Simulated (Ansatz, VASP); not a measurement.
# NbTe2 in two plane-wave programs

Wanted: the spread between two codes on one cell, functional and k mesh. The cell is taken from a series of runs on this material, whose earlier steps may have relaxed, scaled, displaced or heated it; both programs get it as it stands.

Method: plane waves, with VASP 6.6.1 beside it; PBEsol, in Ansatz 0.2.0.

## (1) The structure

The cell holds 3 atoms: 1 Nb and 2 Te. Cell: a = 3.584 Å, b = 3.584 Å, c = 30.424 Å, α = 90.0°, β = 90.0°, γ = 120.0°. It derives from NbTe2. Vacuum lies along c.

## (2) Ansatz: zone-centre phonons, PBEsol

Ansatz runs on its PAW soft_1 files.

Second derivatives magnify differences that forces hide, and they need a tight electronic threshold.

Contents of input.yaml:

```yaml
crystal:
  lattice:
    - [3.5838147352, 0.0, 0.0]
    - [-1.7919073676, 3.1036746032, 0.0]
    - [0.0, 0.0, 30.424]
  atoms:
    - { symbol: Nb, position: [0.0, 0.0, 0.328687878] }
    - { symbol: Te, position: [0.3333333333, 0.6666666667, 0.3898498279] }
    - { symbol: Te, position: [0.6666666667, 0.3333333333, 0.2675259281] }
  periodic: [true, true, false]
kpoints:
  mp_grid: { grid: [18, 18, 1] }
hamiltonian:
  xc: pbesol
  pseudopotentials: { kind: paw, azcp: { folder: soft_1 }, xc_functional: pbe }
scf:
  occupations: { method: methfessel_paxton, width: 0.2 }
output:
  eigenvalues: true
phonons:
  method: dfpt
```

On the command line:

```console
ansatz run input.yaml --threads 4 --pin off --max-ram 16384MiB --backend cpu --events-out ev --progress --plain --runs-dir out
```

Numbers of over 12 decimals in the logs are rounded to 6 here.

The program printed:

```text
Warning: crystal.symmetry: narrowed to the stabiliser of the run's FFT grids — unitary ops 12 → 6. A phonons.method: dfpt run fills in the rows of the dynamical matrix that it does not solve by its symmetry operations, which is exact only for operations that map its FFT grids onto themselves: filled in by any other, the frequencies could depend on the order in which like atoms are typed, or, by more than the grids' own error, on where the crystal sits among the grids' points. Excluded: 6 operations. The run can therefore solve more perturbations, solve them on more k-points, or both, and cost more. [rest of the remark cut]
Engine: ansatz 0.2.0, aarch64-unknown-linux-gnu
Pseudopotentials: kind: paw
Pseudopotential: Nb, paw, valence charge 13, recommended cutoff 420 eV (normal), soft_1/Nb.paw.azcp
Pseudopotential: Te, paw, valence charge 16, recommended cutoff 420 eV (normal), soft_1/Te.paw.azcp
Functional definition: PBEsol
  exchange = pbesol_x
  correlation = pbesol_c
Crystal: 3 atoms, lattice volume = 338.406 Å³
Basis set: ecut = 420 eV, 6467 PW (Γ), exchange–correlation on 48×48×432 points (8 copies of the dense FFT grid, shifted against one another)
Bands: 27, of which v1, the nominal top of the filled ones, is band 23 counted from 1 (22 counted from 0)
Symmetry: 12 space group operations
k-points: 91 of 324 (irreducible under 2 space group operations, time reversal used)
Non-local potential: Nb, projectors of the file, l = 0: 3, l = 1: 2, l = 2: 2, l = 3: 1
Non-local potential: Te, projectors of the file, l = 0: 2, l = 1: 2, l = 2: 2, l = 3: 1
PAW form: soft (Blöchl's): semilocal exchange-correlation on the pseudo side does not see the compensation charge
PAW frozen core: Nb, regenerated for the run's functional, and the local potential with it (the file was generated under x = pbe(κ = 0.804, μ = 0.219515), c = pbe(β = 0.066725))
PAW frozen core: Te, regenerated for the run's functional, and the local potential with it (the file was generated under x = pbe(κ = 0.804, μ = 0.219515), c = pbe(β = 0.066725))
PAW one-centre angular grid: Nb, 590 points (default); XC on 64 Gauss nodes
PAW one-centre angular grid: Te, 590 points (default); XC on 64 Gauss nodes
Initial density: superposition of atomic densities (neutral atoms: chi_scale 0, normalization atom)
Initial wavefunctions: pseudopotential atomic-orbital guess
Functional: x = pbesol(κ = 0.804, μ = 0.123457), c = pbesol(β = 0.046)
SCF iter   1: F=—  HF=-18300.700683 eV  |F-HF|=—  |Δ(HF+E_count)|=         —  Δρ=2.30e-2  dr2=2.79e0  ethr=3.10e-3  ⟨swp⟩=13.6  Hψ=17476  notcnv=0
preconditioner: auto → LDOS  [metal: Δε(μ)=0.030 eV  Ē_g=7.392 eV  σ=0.200 eV  W_gap=0.13  n_scr=18 (ndim 8)  ℏωp=8.3 eV  f_vac=0.735  D(μ)=2.32/eV (n_scr^D=10)  β→1.0]
SCF iter   2: F=—  HF=-18299.970245 eV  |F-HF|=—  |Δ(HF+E_count)|=   7.30e-1  S|Δr|=    0.00e0  Δρ=1.16e-2  dr2=4.12e-1  ethr=3.10e-3  ⟨swp⟩=4.0  Hψ=6706  notcnv=0  defer=1
SCF iter   3: F=—  HF=-18299.914617 eV  |F-HF|=—  |Δ(HF+E_count)|=   5.56e-2  S|Δr|=    0.00e0  Δρ=4.59e-3  dr2=9.77e-2  ethr=9.15e-4  ⟨swp⟩=3.0  Hψ=6022  notcnv=0  defer=1
SCF iter   4: F=—  HF=-18299.887800 eV  |F-HF|=—  |Δ(HF+E_count)|=   2.68e-2  S|Δr|=    0.00e0  Δρ=1.39e-3  dr2=9.84e-3  ethr=2.17e-4  ⟨swp⟩=4.0  Hψ=6043  notcnv=0  defer=1
SCF iter   5: F=—  HF=-18299.885169 eV  |F-HF|=—  |Δ(HF+E_count)|=   2.63e-3  S|Δr|=    0.00e0  Δρ=2.16e-4  dr2=2.54e-4  ethr=2.19e-5  ⟨swp⟩=3.0  Hψ=4750  notcnv=0  defer=1
SCF iter   6: F=—  HF=-18299.885120 eV  |F-HF|=—  |Δ(HF+E_count)|=   4.85e-5  S|Δr|=    0.00e0  Δρ=5.26e-5  dr2=1.36e-5  ethr=5.65e-7  ⟨swp⟩=3.9  Hψ=6067  notcnv=0  defer=1
SCF iter   7: F=—  HF=-18299.885121 eV  |F-HF|=—  |Δ(HF+E_count)|=   8.70e-7  S|Δr|=    0.00e0  Δρ=9.46e-6  dr2=6.06e-7  ethr=3.02e-8  ⟨swp⟩=3.5  Hψ=5135  notcnv=0  defer=1
SCF iter   8: F=—  HF=-18299.885205 eV  |F-HF|=—  |Δ(HF+E_count)|=   8.39e-5  S|Δr|=    0.00e0  Δρ=1.78e-6  dr2=1.25e-8  ethr=1.35e-9  ⟨swp⟩=3.4  Hψ=5469  notcnv=0  defer=1
SCF iter   9: F=—  HF=-18299.885205 eV  |F-HF|=—  |Δ(HF+E_count)|=   3.40e-8  S|Δr|=    0.00e0  Δρ=4.40e-7  dr2=5.72e-10  ethr=2.78e-11  ⟨swp⟩=4.0  Hψ=6258  notcnv=0  defer=1
SCF iter  10: F=—  HF=-18299.885205 eV  |F-HF|=—  |Δ(HF+E_count)|=   9.55e-9  S|Δr|=    0.00e0  Δρ=1.23e-7  dr2=7.61e-11  ethr=1.27e-12  ⟨swp⟩=3.5  Hψ=5616  notcnv=0  defer=1
SCF iter  11: F=-18299.885205 eV  HF=-18299.885205 eV  |F-HF|=5.46e-11  |Δ(HF+E_count)|=   1.47e-9  S|Δr|=    0.00e0  Δρ=1.82e-8  dr2=2.61e-12  ethr=1.00e-12  ⟨swp⟩=15.4  Hψ=21886  notcnv=0
SCF 1 converged in 11 iterations: F = -18299.885205 eV  dr2 = 2.61e-12
  greatest PAW one-centre occupation: 0.998 electrons in one spin orbital (limit 2), on the Te atom at site 2 (counted from 0), in its partial waves of l = 2
DFPT response loops at Γ: preconditioner auto → none (partly filled bands, converged f_vac=0.741); β = 0.50; Broyden in place of MSR1
SCF converged after 11 iterations
Stability not checked: this state was not tested for a lower state beside it, because cold or Methfessel-Paxton smearing, or corrected tetrahedra, fill the levels in a way that the test cannot read (fill_not_monotonic; see scf.lower_state_search)
Free energy (F): -18299.885205 eV
Harris-Foulkes:  -18299.885205 eV  (|F-HF|=5.46e-11)
Internal energy: -18299.883139 eV  (E = F + TS)
E sigma→0 (E₀):  -18299.884689 eV
Entropy (-TS):   -0.002066 eV (-0.689 meV/atom)
Fermi energy:    -4.654460 eV
--- Per-component energies (eV) ---
  E_band       = -1317.177228
  E_kinetic    = 718.455553
  E_local      = -97749.911980  (includes V_loc(G=0)·N_el)
  E_nonlocal   = 234.377344
  E_hartree    = 48398.700719
  E_xc         = -407.653537
  E_vxc        = -403.884607  (∫ρ·V_xc dr)
  E_paw        = -12215.057079  (= ΣΔE_a)
  E_vpaw       = -913.615447  (= ΣTr[D̂ρ^β])
  E_aug_tail   = 0.000205  (compensation charges beyond the density's cutoff)
  E_ewald      = 42720.267305
  E_core_change = 0.938332  (= ΣΔE_core)
  E_smearing   = -0.002066  (= −TS)
  E_closure    = 0.000000  (closes the sum)
  Σ components = -18299.885205   (vs F -18299.885205, Δ=0.00e0)
--- Band table (eV; the first three rows and the last of 91) ---
  k-point 0: bands = [... 19 lower, -6.4898, -4.9669, -4.4250, -4.4250, -3.1988, -3.1988, -0.6107, -0.6107]
  k-point 1: bands = [... 19 lower, -6.3287, -4.9931, -4.5789, -4.5409, -3.2959, -3.1118, -0.9168, -0.6733]
  k-point 2: bands = [... 19 lower, -6.1682, -5.3006, -4.8160, -4.7876, -3.4302, -2.9530, -1.4827, -0.8114]
  k-point 90: bands = [... 19 lower, -7.5439, -7.4684, -6.7525, -4.0280, -3.6390, -2.4786, -2.3162, -0.6489]
--- Phonons (Γ-DFPT): 6 representative perturbations + reference, on 91 of 324 k-points (Σ response iterations 31) ---
  ASR residual: 5.581e-5 → 0.000e0 eV/Å²; symmetrization residual: 3.375e-5 eV/Å²
  The last average, over the group as it would stand without the narrowing to the FFT grids, took up to 4.299e-6 eV/Å² of the zone centre's force constants
  ASR residual per site (eV/Å²): 3.22e-5 4.55e-5 5.58e-5
  Γ frequencies (cm⁻¹): 0.00 0.00 0.00 104.79 104.79 154.76 165.25 165.25 280.29
  non-analytic LO–TO correction: not included (Born effective charges unavailable; polar crystals: no LO–TO splitting at Γ)
```

In the SCF lines HF is the Harris–Foulkes energy and dr2 the Hartree energy of the density residual, in eV; the loop may stop once dr2 is under the threshold and the program's other checks hold. Hψ counts applications of the Hamiltonian.

(Part 1 of 2 ends here.)

[Lines on the potential files, build, host, timing and source positions are cut from VASP's logs without a mark.]

[Logs are printed without paths, hosts, clocks, repeated set-up lines and the standing remarks that a program may print on its own settings, such as how far it seeks lower states.]

[Hosts, paths, dates, database ids (printed as entryN), source tags and the programs' standing remarks are cut or masked in the printed files.]
